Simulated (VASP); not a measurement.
Consider the following.

```xyz
4
Lattice="5.0117 2.4948 2.4948 2.4948 5.0117 2.4948 2.4948 2.4948 5.0117" Properties=species:S:1:pos:R:3 pbc="T T T"
Mn     2.4948     5.0117     2.4948
Mn     5.0007     5.0007     5.0007
S      2.5003     2.5003     2.5003
S      7.5010     7.5010     7.5010
```
Starting moments (μB, in the order of the record's atoms Mn Mn S S): 4.0 -4.0 0.0 0.0.

The numbers are results of PBEsol GGA, VASP's PBE PAW potentials (set 64) (plane waves; VASP), not measurements. Run with 400 eV cut-off, 8×8×8 Γ-centred mesh, tetrahedra with Blöchl corrections, potentials Mn_pv S.

The cores are frozen, which limits the accuracy of field gradients.

Give the principal components of the electric field gradient (V/Å²) and the asymmetry η at each nucleus.

| atom | Vxx | Vyy | Vzz | η |
|---|---|---|---|---|
| Mn1 | 1.9 | 1.9 | -3.8 | 0.00 |
| Mn2 | 1.9 | 1.9 | -3.8 | 0.00 |
| S3 | 2.1 | 2.1 | -4.1 | 0.00 |
| S4 | 2.1 | 2.1 | -4.1 | 0.00 |

The compound is MnS in the rock salt, AFM-II order structure. It was relaxed first, which changed the volume by -11 %.
